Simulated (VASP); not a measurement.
Consider the following.

```
CdS
1.0
    0.00000     2.91323     2.91323
    2.91323     0.00000     2.91323
    2.91323     2.91323     0.00000
Cd S
1 1
Direct
  0.00000   0.00000   0.00000
  0.25000   0.25000   0.25000
```

Calculation: PBEsol GGA, VASP's PBE PAW potentials (set 64) (plane waves; VASP). Run with 530 eV cut-off, 7×7×7 Γ-centred mesh, Gaussian smearing of 0.050 eV, potentials Cd S.

**Question.** Give the elastic stiffness tensor with the ions relaxed (GPa, in the frame of the cell).

**Answer.** 
```json
[
 {"": "xx", "xx": "75.0", "yy": "56.1", "zz": "56.1", "yz": "0.0", "xz": "0.0", "xy": "0.0"},
 {"": "yy", "xx": "56.1", "yy": "75.0", "zz": "56.1", "yz": "0.0", "xz": "0.0", "xy": "0.0"},
 {"": "zz", "xx": "56.1", "yy": "56.1", "zz": "75.0", "yz": "0.0", "xz": "0.0", "xy": "0.0"},
 {"": "yz", "xx": "0.0", "yy": "0.0", "zz": "0.0", "yz": "26.1", "xz": "0.0", "xy": "0.0"},
 {"": "xz", "xx": "0.0", "yy": "0.0", "zz": "0.0", "yz": "0.0", "xz": "26.1", "xy": "0.0"},
 {"": "xy", "xx": "0.0", "yy": "0.0", "zz": "0.0", "yz": "0.0", "xz": "0.0", "xy": "26.1"}
]
```

**Question.** Estimate the Hill bulk modulus, Hill shear modulus, Young's modulus, Poisson's ratio.

**Answer.** 
```yaml
hill_bulk_modulus: 62.4 GPa
hill_shear_modulus: 17.4 GPa
Young's modulus: 47.7 GPa
Poisson's ratio: 0.373
```

The compound is CdS in the zinc blende structure, a metastable form; wurtzite is the usual one. It was relaxed first.
